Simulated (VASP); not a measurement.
Ca2ZrN2:

```
Ca Zr N
1.0
     4.32659    0.00000    0.00000
     0.00000    4.32659    0.00000
     0.00000    0.00000    9.40631
Ca Zr N
4 2 4
Direct
  0.78329 0.78329 0.75000
  0.21671 0.21671 0.75000
  0.21671 0.78329 0.25000
  0.78329 0.21671 0.25000
  0.00000 0.50000 0.00000
  0.50000 0.00000 0.50000
  0.50000 0.50000 0.13128
  0.50000 0.50000 0.63128
  0.50000 0.50000 0.86872
  0.50000 0.50000 0.36872
```

The cell was built by a generator and needn't be a form met in nature.

* Program: VASP 6.6.1
* Task: relaxation of cell and atoms
* Functional: PBE
* Potentials or basis: VASP PAW PBE potentials, release 64 (Ca_sv, Zr_sv, N)
* Cutoff: 520 eV
* k mesh: 3 × 3 × 2
* Occupations: gaussian, width 0.15 eV
* Spin: no spin polarisation

At the start: pressure 12.4 GPa; volume 17.61 Å³/atom.

Where does the relaxation end?

Over 13 steps the energy falls by 630.4 meV/atom and the volume is 18.35 Å³/atom (+4.2 %); space group P4_222 (No. 93, to 0.05 Å).

The path:
| step | energy change (eV) | largest force (eV/Å) | pressure (GPa) | volume (Å³) |
| --- | --- | --- | --- | --- |
| 1 | 0.0000 | 3.2795 | 12.38 | 176.08 |
| 2 | -2.3377 | 3.0671 | -6.90 | 212.30 |
| 3 | -2.5126 | 2.4602 | -4.21 | 203.92 |
| 4 | -4.7187 | 2.0928 | -5.70 | 203.39 |
| 5 | -5.2873 | 1.7642 | -6.20 | 201.96 |
| 6 | -5.9465 | 1.3689 | 5.25 | 178.46 |
| 7 | -6.1174 | 0.8414 | 0.92 | 185.17 |
| 8 | -6.2294 | 0.3650 | -0.43 | 186.96 |
| 9 | -6.2390 | 0.4188 | -0.82 | 187.61 |
| 10 | -6.2879 | 0.2767 | -0.38 | 185.36 |
| 11 | -6.2987 | 0.1411 | 0.07 | 183.72 |
| 12 | -6.3013 | 0.1941 | -0.56 | 183.35 |
| 13 | -6.3040 | 0.0465 | -0.34 | 183.51 |

Final structure:
```xyz
10
Lattice="3.9292 0.0000 0.0000 0.0000 3.9292 0.0000 0.0000 0.0000 11.8864" Properties=species:S:1:pos:R:3 pbc="T T T"
Ca    3.0188    3.0188    8.9148
Ca    0.9104    0.9104    8.9148
Ca    0.9104    3.0188    2.9716
Ca    3.0188    0.9104    2.9716
Zr    0.0000    1.9646    0.0000
Zr    1.9646    0.0000    5.9432
N     1.9646    1.9646    1.3792
N     1.9646    1.9646    7.3224
N     1.9646    1.9646   10.5071
N     1.9646    1.9646    4.5640
```

Caveat: the k mesh is coarse (spacing up to 0.48 Å⁻¹), so the values aren't converged; the relaxation stopped at a loose force limit of 0.08 eV/Å, so its end isn't a converged minimum.
